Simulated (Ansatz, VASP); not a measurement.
Two plane-wave programs on SiF

INCAR

```
SYSTEM = SiF
  PREC = Accurate
  ENCUT = 520
  EDIFF = 1E-6
  ISMEAR = -1
  SIGMA = 0.05
  LREAL = .False.
  LASPH = .True.
  NELM = 100
  ALGO = Normal
  ISIF = 2
  LWAVE = .False.
  LCHARG = .False.
  GGA = PE
  NBANDS = 12
```

KPOINTS

```
Automatic mesh
0
Gamma
  9 9 9
  0 0 0
```

Contents of POSCAR:

```
SiF
1.0
    3.0286000000      0.0000000000      0.0000000000
    0.0000000000      3.0286000000      0.0000000000
    0.0000000000      0.0000000000      3.0286000000
Si F
1 1
Direct
    0.5000000000      0.5000000000      0.5000000000
    0.0000000000      0.0000000000      0.0000000000
```

Contents of input.yaml:

```yaml
crystal:
  lattice:
    - [3.0286, 0.0, 0.0]
    - [0.0, 3.0286, 0.0]
    - [0.0, 0.0, 3.0286]
  atoms:
    - { symbol: Si, position: [0.5, 0.5, 0.5] }
    - { symbol: F, position: [0.0, 0.0, 0.0] }
hamiltonian:
  xc: pbe
  pseudopotentials: { kind: paw }
kpoints:
  mp_grid: { grid: [9, 9, 9] }
scf:
  occupations: { method: fermi_dirac, width: 0.05 }
output:
  forces: true
  stress: true
  eigenvalues: true
```

The cell was built by a generator and needn't be a form met in nature.

Alike in both runs: task single point; functional PBE; k mesh 9 × 9 × 9; occupations fermi-dirac, width 0.05 eV; no spin polarisation.

```csv
,VASP,Ansatz
version,VASP 6.6.1,Ansatz 0.2.0
potentials or method,"VASP PAW PBE potentials, release 64 (Si, F)",Ansatz PAW
plane-wave cutoff (eV),520,420
valence electrons in the cell,11,11
```

|  | VASP | Ansatz | Ansatz less VASP |
| --- | --- | --- | --- |
| gap on the k mesh at the Fermi level (eV) | none | none | - |
| pressure (GPa) | 0.0 | 0.2 | +0.18 |

A gap of «none» marks a metal or a gap that the smearing closes. The functional is the same, so the differences come from potentials, cutoffs and numerics.

Caveats: an odd number of electrons without spin polarisation forces a metal; a magnetic or distorted state may lie lower; the pressure holds a Pulay correction of +0.5 GPa for the finite cutoff (Ansatz).
